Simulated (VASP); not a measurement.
Output of a VASP run:

**OUTCAR**
```
 ion  position               nearest neighbor table
   1  0.000  0.000  0.000-   2 3.63   2 3.63   2 3.63   2 3.63   2 3.63   2 3.63
   2  0.500  0.500  0.500-   1 3.63   1 3.63   1 3.63   1 3.63   1 3.63   1 3.63
  LATTYP: Found a face centered cubic cell.
 ALAT       =     7.2586378500
 Subroutine PRICEL returns:
 Original cell was already a primitive cell.
 Subroutine GETGRP returns: Found 48 space group operations
The static configuration has the point symmetry O_h .
The dynamic configuration has the point symmetry O_h .
 Subroutine INISYM returns: Found 48 space group operations
 Subroutine IBZKPT returns following result:
 Found     20 irreducible k-points:

 Following reciprocal coordinates:
            Coordinates               Weight
  0.000000  0.000000  0.000000      1.000000
  0.142857  0.000000  0.000000      8.000000
  0.285714  0.000000  0.000000      8.000000
  0.428571  0.000000  0.000000      8.000000
  0.142857  0.142857  0.000000      6.000000
  0.285714  0.142857  0.000000     24.000000
  0.428571  0.142857  0.000000     24.000000
 -0.428571  0.142857  0.000000     24.000000
 -0.285714  0.142857  0.000000     24.000000
 -0.142857  0.142857  0.000000     12.000000
  0.285714  0.285714  0.000000      6.000000
  0.428571  0.285714  0.000000     24.000000
 -0.428571  0.285714  0.000000     24.000000
 -0.285714  0.285714  0.000000     12.000000
  0.428571  0.428571  0.000000      6.000000
 -0.428571  0.428571  0.000000     12.000000
  0.428571  0.285714  0.142857     24.000000
 -0.428571  0.285714  0.142857     48.000000
 -0.428571  0.428571  0.142857     24.000000
 -0.285714  0.428571  0.142857     24.000000
   k-points           NKPTS =     20   k-points in BZ     NKDIM =     20   number of bands    NBANDS=     12
   number of dos      NEDOS =    301   number of ions     NIONS =      2
   total plane-waves  NPLWV =  64000
   dimension x,y,z NGX =    40 NGY =   40 NGZ =   40
   dimension x,y,z NGXF=    80 NGYF=   80 NGZF=   80
   ions per type =               1   1
   PREC   = accura    normal or accurate (medium, high low for compatibility)
   ISTART =      0    job   : 0-new  1-cont  2-samecut
   ICHARG =      2    charge: 1-file 2-atom 10-const
   ISPIN  =      1    spin polarized calculation?
   LNONCOLLINEAR =      F non collinear calculations
   LSORBIT =      F    spin-orbit coupling
   INIWAV =      1    electr: 0-lowe 1-rand  2-diag
   ENCUT  =  520.0 eV  38.22 Ry    6.18 a.u.   9.54  9.54  9.54*2*pi/ulx,y,z
   NELM   =    100;   NELMIN=  2; NELMDL= -5     # of ELM steps
   EDIFF  = 0.1E-06   stopping-criterion for ELM
   LREAL  =      F    real-space projection
   NLSPLINE    = F    spline interpolate recip. space projectors
   LMAXMIX     =    4 max onsite mixed and CHGCAR
   VOSKOWN=      0    Vosko Wilk Nusair interpolation
   EDIFFG = 0.1E-05   stopping-criterion for IOM
   NSW    =      0    number of steps for IOM
   NBLOCK =      1;   KBLOCK =      1    inner block; outer block
   IBRION =     -1    ionic relax: 0-MD 1-quasi-New 2-CG
   NFREE  =      0    steps in history (QN), initial steepest desc. (CG)
   ISIF   =      2    stress and relaxation
   ISYM   =      2    0-nonsym 1-usesym 2-fastsym
   TEIN   =    0.0    initial temperature
   TEBEG  =    0.0;   TEEND  =   0.0 temperature during run
   SMASS  =  -3.00    Nose mass-parameter (am)
   PSTRESS=    0.0 pullay stress
   NELECT =      16.0000    total number of electrons
   EFERMI =   0.00;   METHOD = LEGACY
   ISMEAR =     0;   SIGMA  =   0.05  broadening in eV -4-tet -1-fermi 0-gaus
   IALGO  =     38    algorithm
   LDIAG  =      T    sub-space diagonalisation (order eigenvalues)
   IMIX   =      4    mixing-type and parameters
     AMIX     =   0.40;   BMIX     =  1.00
     AMIX_MAG =   1.60;   BMIX_MAG =  1.00
     AMIN     =   0.10
   GGA     = PE    functional components
   VOSKOWN =     0    Vosko Wilk Nusair interpolation
   LHFCALC =     F    Hartree Fock is set to
   LHFONE  =     F    Hartree Fock one center treatment
...
```

OSZICAR:
```
       N       E                     dE             d eps       ncg     rms          rms(c)
DAV:   1     0.898483839785E+02    0.89848E+02   -0.64682E+03   480   0.112E+03
DAV:   2     0.510531994454E+00   -0.89338E+02   -0.84971E+02   560   0.244E+02
DAV:   3    -0.534399133474E+01   -0.58545E+01   -0.58324E+01   632   0.578E+01
DAV:   4    -0.565843612438E+01   -0.31444E+00   -0.31415E+00   884   0.109E+01
DAV:   5    -0.565952176856E+01   -0.10856E-02   -0.10856E-02   608   0.733E-01    0.264E+00
DAV:   6    -0.556254825543E+01    0.96974E-01   -0.13925E-01   580   0.220E+00    0.193E+00
DAV:   7    -0.555520194122E+01    0.73463E-02   -0.13826E-01   600   0.202E+00    0.797E-01
DAV:   8    -0.556190813579E+01   -0.67062E-02   -0.14542E-02   600   0.872E-01    0.105E-01
DAV:   9    -0.556255374042E+01   -0.64560E-03   -0.14064E-03   624   0.232E-01    0.723E-02
DAV:  10    -0.556271041072E+01   -0.15667E-03   -0.18138E-04   636   0.912E-02    0.163E-02
DAV:  11    -0.556273027494E+01   -0.19864E-04   -0.35830E-05   576   0.387E-02    0.127E-02
DAV:  12    -0.556273204037E+01   -0.17654E-05   -0.46401E-06   600   0.173E-02    0.908E-03
DAV:  13    -0.556273243461E+01   -0.39423E-06   -0.97775E-07   600   0.635E-03    0.278E-03
DAV:  14    -0.556273241839E+01    0.16217E-07   -0.59087E-08   436   0.182E-03
   1 F= -.55627324E+01 E0= -.55627324E+01  d E =-.125824E-11
```

OUTCAR:
```
------------------------ aborting loop because EDIFF is reached ----------------------------------------
  FORCE on cell =-STRESS in cart. coord.  units (eV):
  Direction    XX          YY          ZZ          XY          YZ          ZX
  --------------------------------------------------------------------------------------
  Total       -0.1763424     -0.1763424     -0.1763424      0.0000000      0.0000000      0.0000000
  in kB       -2.9550301     -2.9550301     -2.9550301      0.0000000      0.0000000      0.0000000
  external PRESSURE =      -2.9550301 kB  Pullay stress =       0.0000000 kB
  volume of cell :       95.61
      direct lattice vectors                 reciprocal lattice vectors
     0.000000000  3.629318925  3.629318925    -0.137766895  0.137766895  0.137766895
     3.629318925  0.000000000  3.629318925     0.137766895 -0.137766895  0.137766895
     3.629318925  3.629318925  0.000000000     0.137766895  0.137766895 -0.137766895
  FREE ENERGIE OF THE ION-ELECTRON SYSTEM (eV)
  ---------------------------------------------------
  free  energy   TOTEN  =        -5.5627324184 eV

  energy  without entropy=       -5.5627324184  energy(sigma->0) =       -5.56273242
```
(Selected blocks of OUTCAR.)

### POSCAR
```
KI
1
    0.0000000000     3.6293189250     3.6293189250
    3.6293189250     0.0000000000     3.6293189250
    3.6293189250     3.6293189250     0.0000000000
K I
1 1
Direct
  0.0000000000   0.0000000000   0.0000000000
  0.5000000000   0.5000000000   0.5000000000
```

Reconstruct the remaining input files.

Several could match; the one computed here: the input of the run itself, PBE GGA, plane waves, VASP's PBE PAW potentials (set 64).

### INCAR
```
LREAL  =  F   # projection in real space or not
NELM  =  100
EDIFF  =  1E-7   # SCF stop (eV)
ENCUT  =  520
SYSTEM  =  KI
LASPH  =  T   # aspherical one-centre terms
LCHARG  =  F
ISIF  =  2   # forces and stress, cell fixed
GGA  =  PE
LMAXMIX  =  4
ISMEAR  =  0   # Gaussian
SIGMA  =  0.05
ALGO  =  Normal
PREC  =  Accurate
LWAVE  =  F
```

**KPOINTS**
```
Automatic mesh
0
Gamma
7 7 7
0 0 0
```

POTCAR, in this order: K_sv I (PBE.64 set). Program: vasp_std.

The compound is KI in the rock salt structure. This cell is one point of a volume scan, at 1.03 of the reference volume.
